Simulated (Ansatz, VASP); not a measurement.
# TaN: VASP beside Ansatz, part 2 of 2

Aim: how closely do two programs agree when they are given the same cell, functional and k mesh? The cell is taken from a series of runs on this material, whose earlier steps may have relaxed, scaled, displaced or heated it; both programs get it as it stands.

VASP 6.6.1 and Ansatz 0.2.0.

So far: The structure; VASP: zone-centre phonons, PBEsol.

**3. Ansatz: zone-centre phonons, PBEsol**

Level of this step: Ansatz beside VASP: Kohn-Sham DFT, plane waves, PBEsol (Ansatz).

Ansatz runs on its PAW soft_1 files.

The same cell, functional, mesh and smearing now go to Ansatz, which takes its cutoff from its data sets.

input.yaml

```yaml
crystal:
  lattice:
    - [-0.0197222395, 2.1852420269, 2.1879840735]
    - [2.1852420269, -0.0197222395, 2.1879840735]
    - [2.1655197874, 2.1655197874, 0.0]
  atoms:
    - { symbol: "N", position: [0.0, 0.0, 0.0] }
    - { symbol: Ta, position: [0.5, 0.5, 0.5] }
kpoints:
  mp_grid: { grid: [16, 16, 16] }
hamiltonian:
  xc: pbesol
  pseudopotentials: { kind: paw, azcp: { folder: soft_1 }, xc_functional: pbe }
scf:
  occupations: { method: methfessel_paxton, width: 0.2 }
output:
  eigenvalues: true
phonons:
  method: dfpt
```

The run is started by

```console
$ ansatz run input.yaml --threads 4 --pin off --max-ram 10240MiB --backend cpu --events-out ev --progress --plain --runs-dir out
```

Numbers of over 12 decimals in the logs are rounded to 6 here.

Log:

```text
zone centre: on kpoints.mp_grid the ground state, and the responses unless they are solved on pairs of k-points, stand on 1098 of the mesh's 4096 k-points, reduced under 4 symmetry operations, with k and −k counted as one. Each operation leaves every solved displacement unchanged or reverses it
Engine: ansatz 0.2.0, aarch64-unknown-linux-gnu
Pseudopotentials: kind: paw
Pseudopotential: N, paw, valence charge 5, recommended cutoff 420 eV (normal), soft_1/N.paw.azcp
Pseudopotential: Ta, paw, valence charge 13, recommended cutoff 420 eV (normal), soft_1/Ta.paw.azcp
Functional definition: PBEsol
  exchange = pbesol_x
  correlation = pbesol_c
Crystal: 2 atoms, lattice volume = 20.895 Å³
Basis set: ecut = 420 eV, 411 PW (Γ), exchange–correlation on 48×48×48 points (8 copies of the dense FFT grid, shifted against one another)
Bands: 13, of which v1, the nominal top of the filled ones, is band 9 counted from 1 (8 counted from 0)
Symmetry: 8 space group operations
k-points: 1098 of 4096 (irreducible under 4 space group operations)
Non-local potential: N, projectors of the file, l = 0: 2, l = 1: 2, l = 2: 1
Non-local potential: Ta, projectors of the file, l = 0: 3, l = 1: 2, l = 2: 2, l = 3: 1
PAW form: soft (Blöchl's): semilocal exchange-correlation on the pseudo side does not see the compensation charge
PAW frozen core: N, regenerated for the run's functional, and the local potential with it (the file was generated under x = pbe(κ = 0.804, μ = 0.219515), c = pbe(β = 0.066725))
PAW frozen core: Ta, regenerated for the run's functional, and the local potential with it (the file was generated under x = pbe(κ = 0.804, μ = 0.219515), c = pbe(β = 0.066725))
PAW one-centre angular grid: N, 110 points (default); XC on 64 Gauss nodes
PAW one-centre angular grid: Ta, 590 points (default); XC on 64 Gauss nodes
Initial density: superposition of atomic densities (chi_scale 0.1, normalization cell, long waves kept (reshape's long-wave potential 0.00 eV rms))
Initial wavefunctions: pseudopotential atomic-orbital guess
Functional: x = pbesol(κ = 0.804, μ = 0.123457), c = pbesol(β = 0.046)
SCF iter   1: F=—  HF=-10188.068844 eV  |F-HF|=—  |Δ(HF+E_count)|=         —  Δρ=4.84e-2  dr2=4.80e-1  ethr=3.10e-3  ⟨swp⟩=5.0  Hψ=152078  notcnv=0
automatic band count: the SCF goes on with 17 bands, as 13 were too few: the levels above may hold too much charge
preconditioner: auto → none  [metal: Δε(μ)=0.003 eV  Ē_g=16.015 eV  σ=0.200 eV  W_gap=0.01  n_scr=8 (ndim 8)  ℏωp=25.7 eV  f_vac=0.000  D(μ)=0.92/eV (n_scr^D=8)  sad-step TF]
SCF iter   2: F=—  HF=-10188.041795 eV  |F-HF|=—  |Δ(HF+E_count)|=   2.70e-2  S|Δr|=    0.00e0  Δρ=3.45e-2  dr2=2.81e-1  ethr=2.67e-3  ⟨swp⟩=1.0  Hψ=27450  notcnv=0
SCF iter   3: F=—  HF=-10187.978678 eV  |F-HF|=—  |Δ(HF+E_count)|=   6.31e-2  S|Δr|=    0.00e0  Δρ=3.06e-3  dr2=4.34e-4  ethr=1.56e-3  ⟨swp⟩=2.4  Hψ=24803  notcnv=0
SCF iter   4: F=—  HF=-10187.978994 eV  |F-HF|=—  |Δ(HF+E_count)|=   3.16e-4  S|Δr|=    0.00e0  Δρ=5.90e-4  dr2=8.64e-5  ethr=2.41e-6  ⟨swp⟩=2.6  Hψ=33134  notcnv=0  defer=1304
SCF iter   5: F=—  HF=-10187.978978 eV  |F-HF|=—  |Δ(HF+E_count)|=   1.56e-5  S|Δr|=    0.00e0  Δρ=4.75e-5  dr2=3.36e-7  ethr=4.80e-7  ⟨swp⟩=2.1  Hψ=19924  notcnv=0  defer=1304
SCF iter   6: F=—  HF=-10187.978977 eV  |F-HF|=—  |Δ(HF+E_count)|=   5.35e-7  S|Δr|=    0.00e0  Δρ=7.65e-6  dr2=6.51e-9  ethr=1.87e-9  ⟨swp⟩=2.5  Hψ=25188  notcnv=0  defer=1474
SCF iter   7: F=—  HF=-10187.978977 eV  |F-HF|=—  |Δ(HF+E_count)|=   1.11e-9  S|Δr|=    0.00e0  Δρ=1.22e-6  dr2=9.31e-11  ethr=3.61e-11  ⟨swp⟩=2.5  Hψ=26113  notcnv=0  defer=1474
SCF iter   8: F=-10187.978977 eV  HF=-10187.978977 eV  |F-HF|=5.46e-12  |Δ(HF+E_count)|=  2.36e-11  S|Δr|=    0.00e0  Δρ=9.54e-8  dr2=1.26e-12  ethr=1.00e-12  ⟨swp⟩=9.2  Hψ=82665  notcnv=0
SCF 1 converged in 8 iterations: F = -10187.978977 eV  dr2 = 1.26e-12
  greatest PAW one-centre occupation: 0.999 electrons in one spin orbital (limit 2), on the Ta atom at site 1 (counted from 0), in its partial waves of l = 0
DFPT response loops at Γ: preconditioner auto → Kerker (q_TF=auto, 2.661 Å⁻¹) (partly filled bands, converged f_vac=0.000); β = 1.00, the filter's whole step (`scf.mixing.beta` (0.50) is not read by the response loops under this deck's `scf.mixing.preconditioner`; to damp them name `kerker` or `kerker_dos`, under which they read `scf.mixing.beta`, and type it under 1.00, their step now; both keys bind the ground state too); Broyden in place of MSR1
SCF converged after 8 iterations
Stability not checked: this state was not tested for a lower state beside it, because cold or Methfessel-Paxton smearing, or corrected tetrahedra, fill the levels in a way that the test cannot read (fill_not_monotonic; see scf.lower_state_search)
Free energy (F): -10187.978977 eV
Harris-Foulkes:  -10187.978977 eV  (|F-HF|=5.46e-12)
Internal energy: -10187.977075 eV  (E = F + TS)
E sigma→0 (E₀):  -10187.978502 eV
Entropy (-TS):   -0.001902 eV (-0.951 meV/atom)
Fermi energy:    21.813695 eV
--- Per-component energies (eV) ---
  E_band       = -41.932669
  E_kinetic    = 525.843051
  E_local      = -558.624634  (includes V_loc(G=0)·N_el)
  E_nonlocal   = 26.503371
  E_hartree    = 200.229465
  E_xc         = -379.434165
  E_vxc        = -310.785747  (∫ρ·V_xc dr)
  E_paw        = -8304.740210  (= ΣΔE_a)
  E_vpaw       = -125.328534  (= ΣTr[D̂ρ^β])
  E_aug_tail   = 0.000906  (compensation charges beyond the density's cutoff)
  E_ewald      = -1697.996672
  E_core_change = 0.241812  (= ΣΔE_core)
  E_smearing   = -0.001902  (= −TS)
  E_closure    = 0.000000  (closes the sum)
  Σ components = -10187.978977   (vs F -10187.978977, Δ=0.00e0)
--- Band table (eV; the first three rows and the last of 1098) ---
  k-point 0: bands = [... 5 lower, 17.9162, 17.9596, 18.0214, 19.5206, 19.6405, 19.8147, 21.8694, 21.8893, ... 4 higher]
  k-point 1: bands = [... 5 lower, 17.4904, 17.5559, 17.6343, 19.6874, 19.8152, 20.0021, 22.2795, 22.2989, ... 4 higher]
  k-point 2: bands = [... 5 lower, 16.4476, 16.8177, 16.9075, 20.0703, 20.1852, 20.3166, 23.2673, 23.2908, ... 4 higher]
  k-point 1097: bands = [... 5 lower, 15.1547, 16.2178, 17.0943, 17.2490, 23.9998, 25.5141, 25.5166, 26.5828, ... 4 higher]
--- Phonons (Γ-DFPT): 4 representative perturbations + reference, on 1098 of 4096 k-points (Σ response iterations 12) ---
  k mesh reduced under 4 symmetry operations, with k and −k counted as one. Each operation leaves every solved displacement unchanged or reverses it
  ASR residual: 5.338e-5 → 0.000e0 eV/Å²; symmetrization residual: 7.603e-7 eV/Å²
  ASR residual per site (eV/Å²): 5.09e-5 5.34e-5
  Γ frequencies (cm⁻¹): 0.00 0.00 0.00 405.30 407.93 419.01
  non-analytic LO–TO correction: not included (Born effective charges unavailable; polar crystals: no LO–TO splitting at Γ)
```

**4. Side by side**

Known differences besides the potentials themselves: the data sets hold 18 valence electrons in Ansatz (on its PAW soft_1 files) and 16 in VASP; the cutoff is 420 eV in Ansatz and 600 eV in VASP; Ansatz makes its cores anew for this functional, VASP keeps those of its PBE data sets. Total energies have different zeros and are not compared.

Compared:

| quantity | Ansatz | VASP | difference |
| --- | --- | --- | --- |
| optical mode 1 (cm⁻¹) | 405.3 | 406.3 | -0.25 % |
| optical mode 2 (cm⁻¹) | 407.9 | 408.8 | -0.21 % |
| optical mode 3 (cm⁻¹) | 419.0 | 419.9 | -0.22 % |

Modes are paired by rising frequency, not by their patterns, so a pair may set unlike modes beside each other; they are those without the splitting of longitudinal modes.

**5. Results**

```yaml
r_m_s_difference_of_the_optical_zone_centre_modes_each_program_s_sorted_by_frequency_zone_centre_phonons_pbesol: 0.94 cm⁻¹
```

**Reading.** The r.m.s. difference of the optical zone-centre modes, each program's sorted by frequency is 0.94 cm⁻¹ (zone-centre phonons, PBEsol). The data sets hold unlike numbers of valence electrons (18 in Ansatz and 16 in VASP), so part of the differences comes from the potentials. Such differences can come from data sets, numerical settings and the points named under the comparisons, not from the functional's error against experiment.

[Lines on the potential files, build, host, timing and source positions are cut from VASP's logs without a mark.]

[Logs are printed without paths, hosts, clocks, repeated set-up lines and the standing remarks that a program may print on its own settings, such as how far it seeks lower states.]

[Hosts, paths, dates, database ids (printed as entryN), source tags and the programs' standing remarks are cut or masked in the printed files.]
